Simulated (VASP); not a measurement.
Method: PBE GGA with D4 dispersion, VASP's PBE PAW potentials (set 64) (plane waves; VASP).

VASP ran on this input.

### POSCAR
```
CaO
1
    0.0000000000     2.4050000000     2.4050000000
    2.4050000000     0.0000000000     2.4050000000
    2.4050000000     2.4050000000     0.0000000000
Ca O
1 1
Direct
  0.0000000000   0.0000000000   0.0000000000
  0.5000000000   0.5000000000   0.5000000000
```

KPOINTS:
```
k-points along high-symmetry lines
15
Line-mode
Reciprocal
  0.000000   0.000000   0.000000 ! GAMMA
  0.500000   0.000000   0.500000 ! X

  0.500000   0.000000   0.500000 ! X
  0.625000   0.250000   0.625000 ! U

  0.375000   0.375000   0.750000 ! K
  0.000000   0.000000   0.000000 ! GAMMA

  0.000000   0.000000   0.000000 ! GAMMA
  0.500000   0.500000   0.500000 ! L

  0.500000   0.500000   0.500000 ! L
  0.500000   0.250000   0.750000 ! W

  0.500000   0.250000   0.750000 ! W
  0.500000   0.000000   0.500000 ! X
```

**INCAR**
```
# general
SYSTEM = CaO
PREC   = Accurate
ENCUT  = 520
LREAL  = F
LASPH  = T
ICHARG = 11

# electronic loop
EDIFF  = 1E-7
NELM   = 100
ALGO   = Normal

# smearing
ISMEAR = 0
SIGMA  = 0.05

# functional
GGA    = PE
IVDW   = 13

# output
LWAVE  = F
LCHARG = F
LORBIT = 11
```

POTCAR, in this order: Ca_sv O (PBE.64 set). Program: vasp_std. Read from the step before: CHGCAR.

What VASP printed:

**OSZICAR**
```
       N       E                     dE             d eps       ncg     rms          rms(c)
DAV:   1     0.124063133862E+03    0.12406E+03   -0.85917E+03  2160   0.135E+03
DAV:   2    -0.472603267638E+01   -0.12879E+03   -0.12173E+03  2432   0.332E+02
DAV:   3    -0.112823975276E+02   -0.65564E+01   -0.63991E+01  2724   0.721E+01
DAV:   4    -0.115341306563E+02   -0.25173E+00   -0.25138E+00  3240   0.128E+01
DAV:   5    -0.115382398680E+02   -0.41092E-02   -0.41087E-02  2644   0.148E+00
DAV:   6    -0.115383902997E+02   -0.15043E-03   -0.15043E-03  3004   0.170E-01
DAV:   7    -0.115383912787E+02   -0.97902E-06   -0.97903E-06  2892   0.181E-02
DAV:   8    -0.115383912999E+02   -0.21179E-07   -0.21160E-07  1868   0.209E-03
   1 F= -.11864271E+02 E0= -.11864271E+02  d E =-.906245E-20
```

File OUTCAR:
```
 val. band max:        2.3366563413   @ k =   0.0000   0.0000   0.0000

 cond. band min:       5.9731937231   @ k =   0.5000   0.0000   0.5000



 k-point     1 :       0.0000    0.0000    0.0000
  band No.  band energies     occupation
      1     -35.3087      2.00000
      2     -16.0742      2.00000
      3     -16.0742      2.00000
      4     -16.0742      2.00000
      5     -13.1912      2.00000
      6       2.3367      2.00000
      7       2.3367      2.00000
      8       2.3367      2.00000
      9       7.0318      0.00000
     10       8.5572      0.00000
     11       8.5572      0.00000
     12       8.5572      0.00000

 k-point     2 :       0.0357    0.0000    0.0357
  band No.  band energies     occupation
      1     -35.3070      2.00000
      2     -16.0956      2.00000
      3     -16.0771      2.00000
      4     -16.0771      2.00000
      5     -13.1649      2.00000
      6       2.2448      2.00000
      7       2.3251      2.00000
      8       2.3251      2.00000
      9       7.1140      0.00000
     10       8.5085      0.00000
     11       8.6069      0.00000
     12       8.6069      0.00000

 k-point     3 :       0.0714    0.0000    0.0714
  band No.  band energies     occupation
      1     -35.3021      2.00000
      2     -16.1550      2.00000
      3     -16.0854      2.00000
      4     -16.0854      2.00000
      5     -13.0922      2.00000
      6       2.0014      2.00000
      7       2.2926      2.00000
      8       2.2926      2.00000
      9       7.3309      0.00000
     10       8.3697      0.00000
     11       8.7524      0.00000
     12       8.7524      0.00000

 k-point     4 :       0.1071    0.0000    0.1071
  band No.  band energies     occupation
      1     -35.2941      2.00000
      2     -16.2402      2.00000
      3     -16.0990      2.00000
      4     -16.0990      2.00000
      5     -12.9896      2.00000
      6       1.6766      2.00000
      7       2.2448      2.00000
...
```

The density is held fixed in this step, so its total energy and stress have no physical meaning.

The compound is CaO in the rock salt structure. The cell was not relaxed at this level.
